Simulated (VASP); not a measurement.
A convergence study with VASP on CuAu (space group no. 123 when undisturbed): a few settings are varied, all else stays as given below, so the limit is that of these other settings. One atom is moved off its site, so that forces are finite.

```
AuCu
1.0
    2.81400     0.00000     0.00000
    0.00000     2.81400     0.00000
    0.00000     0.00000     3.68835
Cu Au
1 1
Direct
  0.00000   0.00000   0.01356
  0.50000   0.50000   0.50000
```

These are PBEsol GGA, VASP's PBE PAW potentials (set 64) (plane waves; VASP) values and carry that method's errors. The last row used: 300 eV cut-off, 20×20×15 Γ-centred mesh, first-order Methfessel-Paxton smearing of 0.010 eV, potentials Cu Au.

Unless said otherwise, spin-orbit coupling is left out, though it shifts the bands of the heavy elements here.

```csv
setting,E (eV/atom),pressure (GPa),largest force (eV/Å),irreducible k-points
SIGMA = 1.0,[?],[?],[?],528
SIGMA = 0.5,-4.1738,-5.41,0.313,528
SIGMA = 0.3,-4.1737,-5.41,0.313,528
SIGMA = 0.2,-4.1736,-5.41,0.313,528
SIGMA = 0.1,[?],[?],0.313,528
SIGMA = 0.05,-4.1734,-5.44,0.313,528
SIGMA = 0.02,-4.1734,-5.48,0.313,528
SIGMA = 0.01,-4.1734,-5.52,0.313,528
```

### Question
What belongs in the gaps?

### Answer

- SIGMA = 1.0, E (eV/atom): -4.2006
- SIGMA = 1.0, pressure (GPa): -6.66
- SIGMA = 1.0, largest force (eV/Å): 0.315
- SIGMA = 0.1, E (eV/atom): -4.1735
- SIGMA = 0.1, pressure (GPa): -5.42

Left out are rungs that failed or repeat a setting and relaxations that didn't move; long series are thinned to 24 rows.

The structure is a typed CuAu crystal (space group no. 123). The cell was not relaxed at this level, it is distorted from the ideal structure.
